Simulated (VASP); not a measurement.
Output of a VASP run:

File OSZICAR:
```
...
DAV:   1     0.238114580078E+03    0.23811E+03   -0.16466E+04  3768   0.193E+03
DAV:   2    -0.155923230050E+02   -0.25371E+03   -0.24368E+03  3640   0.354E+02
DAV:   3    -0.290040672457E+02   -0.13412E+02   -0.12743E+02  3752   0.113E+02
DAV:   4    -0.291776181353E+02   -0.17355E+00   -0.17314E+00  3910   0.136E+01
DAV:   5    -0.291827573249E+02   -0.51392E-02   -0.51388E-02  5062   0.185E+00    0.207E+01
DAV:   6    -0.263988423917E+02    0.27839E+01   -0.37238E+01  3866   0.971E+01    0.205E+01
DAV:   7    -0.296027012060E+02   -0.32039E+01   -0.23422E+01  4314   0.118E+02    0.269E+01
DAV:   8    -0.248708279496E+02    0.47319E+01   -0.16003E+01  4546   0.547E+01    0.600E+00
DAV:   9    -0.250200390640E+02   -0.14921E+00   -0.64118E-01  4192   0.976E+00    0.320E+00
DAV:  10    -0.249906520609E+02    0.29387E-01   -0.11797E-01  5014   0.832E+00    0.153E+00
DAV:  11    -0.249899821161E+02    0.66994E-03   -0.37609E-02  5434   0.236E+00    0.116E+00
DAV:  12    -0.249924484598E+02   -0.24663E-02   -0.69056E-03  4242   0.214E+00    0.308E-01
DAV:  13    -0.249926389775E+02   -0.19052E-03   -0.20380E-03  5192   0.668E-01    0.689E-02
DAV:  14    -0.249927016897E+02   -0.62712E-04   -0.23304E-04  4668   0.174E-01    0.962E-02
DAV:  15    -0.249926823497E+02    0.19340E-04   -0.78399E-05  4528   0.240E-01    0.186E-02
DAV:  16    -0.249926830013E+02   -0.65155E-06   -0.11778E-05  4696   0.658E-02    0.269E-02
DAV:  17    -0.249926823708E+02    0.63046E-06   -0.20642E-06  2260   0.383E-02
   1 F= -.24992682E+02 E0= -.24992474E+02  d E =-.249927E+02  mag=     4.7917
       N       E                     dE             d eps       ncg     rms          rms(c)
DAV:   1    -0.250613037064E+02   -0.68621E-01   -0.74689E-01  3646   0.124E+01    0.274E+00
DAV:   2    -0.254308903370E+02   -0.36959E+00   -0.20685E+00  4190   0.284E+01    0.119E+01
DAV:   3    -0.250009405424E+02    0.42995E+00   -0.15806E+00  4298   0.260E+01    0.162E+00
DAV:   4    -0.249949542243E+02    0.59863E-02   -0.59164E-02  4090   0.319E+00    0.714E-01
DAV:   5    -0.249933547351E+02    0.15995E-02   -0.38264E-03  5220   0.869E-01    0.335E-01
DAV:   6    -0.249926280354E+02    0.72670E-03   -0.15548E-03  5624   0.720E-01    0.941E-02
DAV:   7    -0.249926335865E+02   -0.55511E-05   -0.31710E-04  4030   0.266E-01    0.430E-02
DAV:   8    -0.249926405716E+02   -0.69850E-05   -0.20111E-05  5262   0.666E-02    0.201E-02
DAV:   9    -0.249926456527E+02   -0.50811E-05   -0.36363E-06  3466   0.304E-02    0.585E-03
DAV:  10    -0.249926463495E+02   -0.69685E-06   -0.13020E-06  1888   0.173E-02
   2 F= -.24992646E+02 E0= -.24992301E+02  d E =0.360213E-04  mag=     4.8211
       N       E                     dE             d eps       ncg     rms          rms(c)
DAV:   1    -0.250120428174E+02   -0.19397E-01   -0.20133E-01  3650   0.638E+00    0.144E+00
DAV:   2    -0.250924330951E+02   -0.80390E-01   -0.38578E-01  4228   0.147E+01    0.473E+00
DAV:   3    -0.249954556831E+02    0.96977E-01   -0.23040E-01  4194   0.137E+01    0.876E-01
DAV:   4    -0.249935704964E+02    0.18852E-02   -0.13925E-02  4202   0.191E+00    0.233E-01
DAV:   5    -0.249934257216E+02    0.14477E-03   -0.12825E-03  4844   0.403E-01    0.884E-02
DAV:   6    -0.249933144365E+02    0.11129E-03   -0.10842E-04  4624   0.159E-01    0.314E-02
DAV:   7    -0.249933113149E+02    0.31216E-05   -0.18351E-05  4790   0.594E-02    0.194E-02
DAV:   8    -0.249933107566E+02    0.55831E-06   -0.30387E-06  2814   0.332E-02
   3 F= -.24993311E+02 E0= -.24993038E+02  d E =-.628386E-03  mag=     4.8060
```

**OUTCAR**
```
------------------------ aborting loop because EDIFF is reached ----------------------------------------
  FORCE on cell =-STRESS in cart. coord.  units (eV):
  Direction    XX          YY          ZZ          XY          YZ          ZX
  --------------------------------------------------------------------------------------
  Total        0.0267276      0.0267276      0.0267276      0.0000000      0.0000000     -0.0000000
  in kB        0.9624361      0.9624361      0.9624361      0.0000000      0.0000000     -0.0000000
  external PRESSURE =       0.9624361 kB  Pullay stress =       0.0000000 kB
  volume of cell :       44.49
      direct lattice vectors                 reciprocal lattice vectors
     3.543503401 -0.000000000 -0.000000000     0.282206587  0.000000000 -0.000000000
    -0.000000000  3.543503401 -0.000000000     0.000000000  0.282206587 -0.000000000
     0.000000000  0.000000000  3.543503401     0.000000000  0.000000000  0.282206587
 POSITION                                       TOTAL-FORCE (eV/Angst)
 -----------------------------------------------------------------------------------
      0.00000      0.00000      0.00000         0.000000     -0.000000      0.000000
      0.00000      1.77175      1.77175        -0.000000     -0.000000      0.000000
      1.77175      0.00000      1.77175         0.000000      0.000000      0.000000
      1.77175      1.77175     -0.00000        -0.000000     -0.000000      0.000000
 -----------------------------------------------------------------------------------
    total drift:                                0.000000      0.000000      0.000000
  FREE ENERGIE OF THE ION-ELECTRON SYSTEM (eV)
  ---------------------------------------------------
  free  energy   TOTEN  =       -24.9933107566 eV

  energy  without entropy=      -24.9924910033  energy(sigma->0) =      -24.99303751

 total charge

# of ion       s       p       d       tot
------------------------------------------
    1        0.474   0.503   6.112   7.089
    2        0.504   0.510   8.324   9.338
    3        0.504   0.510   8.324   9.338
    4        0.504   0.510   8.324   9.338
--------------------------------------------------
tot          1.987   2.033  31.082  35.103

 magnetization (x)

# of ion       s       p       d       tot
------------------------------------------
    1        0.012  -0.001   2.901   2.912
    2       -0.016  -0.045   0.702   0.641
    3       -0.016  -0.045   0.702   0.641
    4       -0.016  -0.045   0.702   0.641
--------------------------------------------------
tot         -0.034  -0.135   5.006   4.837

 reached required accuracy - stopping structural energy minimisation
```
(Selected blocks of OUTCAR.)

### POSCAR
```
Ni3Fe
1
    3.5378894752     0.0000000000    -0.0000000000
   -0.0000000000     3.5378894752     0.0000000000
    0.0000000000     0.0000000000     3.5378894752
Fe Ni
1 3
Direct
  0.0000000000   0.0000000000   0.0000000000
  0.0000000000   0.5000000000   0.5000000000
  0.5000000000   0.0000000000   0.5000000000
  0.5000000000   0.5000000000   0.0000000000
```

Problem. Write an INCAR and KPOINTS that could have produced this output.

Solution. Several could match; the one computed here: the input of the run itself, PBE GGA, plane waves, VASP's PBE PAW potentials (set 64).

### KPOINTS
```
Automatic mesh
0
gamma
 8 8 8
```

INCAR:
```
ALGO=Normal
EDIFF=1E-6
EDIFFG=-0.02
ENCUT=480
GGA=PE
IBRION=2
ISIF=3
ISMEAR=1
ISPIN=2
LASPH=.TRUE.
LCHARG=.FALSE.
LMAXMIX=4
LORBIT=10
LREAL=.FALSE.
LWAVE=.FALSE.
MAGMOM=3.0 0.7 0.7 0.7
NELM=100
NSW=60
PREC=Accurate
SIGMA=0.1
SYSTEM=Ni3Fe
```

POTCAR, in this order: Fe Ni (PBE.64 set). Program: vasp_std.

The compound is Ni3Fe in the L1_2 structure. This run relaxes it. Symmetry was kept, so distortions that lower it aren't found. The start is the result of an earlier pass.
